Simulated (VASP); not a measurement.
Given:

```yaml
crystal:
  lattice:
    - [3.82104, 0.00000, 0.00000]
    - [0.00000, 3.82104, 0.00000]
    - [0.00000, 0.00000, 3.82104]
  atoms:
    - { symbol: Sr, position: [0.00000, 0.00000, 0.00000] }
    - { symbol: Ti, position: [0.50000, 0.50000, 0.50000] }
    - { symbol: O, position: [0.50000, 0.00000, 0.50000] }
    - { symbol: O, position: [0.00000, 0.50000, 0.50000] }
    - { symbol: O, position: [0.50000, 0.50000, 0.00000] }
```

These are AM05 GGA, VASP's PBE PAW potentials (set 64) (plane waves; VASP) values and carry that method's errors. Settings: 520 eV cut-off, 6×6×6 Γ-centred mesh, Gaussian smearing of 0.050 eV, potentials Sr_sv Ti_sv O.

**Question.** Predict the energy per atom (σ→0), pressure, band gap (on the k-mesh) with the smallest direct gap where there is one.

**Answer.** 
```yaml
band gap (on the k-mesh): 1.91 eV
smallest direct gap (on the k-mesh): 2.22 eV
energy per atom (σ→0): -8.144 eV/atom
pressure: 128.3 kbar
```

Total energies compare only between runs with the same potentials, cut-off and functional.

The compound is SrTiO3 in the cubic perovskite structure, the ideal cubic form; the compound distorts at low or room temperature. This cell is one point of a volume scan, at 0.94 of the reference volume.
